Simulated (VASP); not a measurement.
Computed with TPSS meta-GGA, VASP's PBE PAW potentials (set 64) (plane waves; VASP).

VASP ran on this input.

POSCAR:
```
Ca
1
    0.0000000000     2.7900000000     2.7900000000
    2.7900000000     0.0000000000     2.7900000000
    2.7900000000     2.7900000000     0.0000000000
Ca
1
Direct
  0.0000000000   0.0000000000   0.0000000000
```

File KPOINTS:
```
Regular mesh
0
G
 10 10 10
```

### INCAR
```
SYSTEM = Ca
PREC = Accurate
ENCUT = 520
EDIFF = 1E-6
NELM = 100
ALGO = Normal
LREAL = .FALSE.
LASPH = .TRUE.
ISMEAR = 1
SIGMA = 0.1
METAGGA = TPSS
LMIXTAU = .TRUE.
LWAVE = .FALSE.
LCHARG = .FALSE.
IBRION = 2
ISIF = 3
NSW = 60
EDIFFG = -0.01
```

POTCAR, in this order: Ca_sv (PBE.64 set). Program: vasp_std.

**Question.** What will the output report for the number of irreducible k-points (NKPTS), largest plane-wave count, number of space-group operations, FFT grid (NGX, NGY, NGZ)?

**Answer.** 
* **number of irreducible k-points (NKPTS)**: 47
* **largest plane-wave count**: 1211
* **number of space-group operations**: 48
* **FFT grid (NGX, NGY, NGZ)**: 30 × 30 × 30

The compound is Ca in the fcc structure. This run relaxes it. Symmetry was kept, so distortions that lower it aren't found.
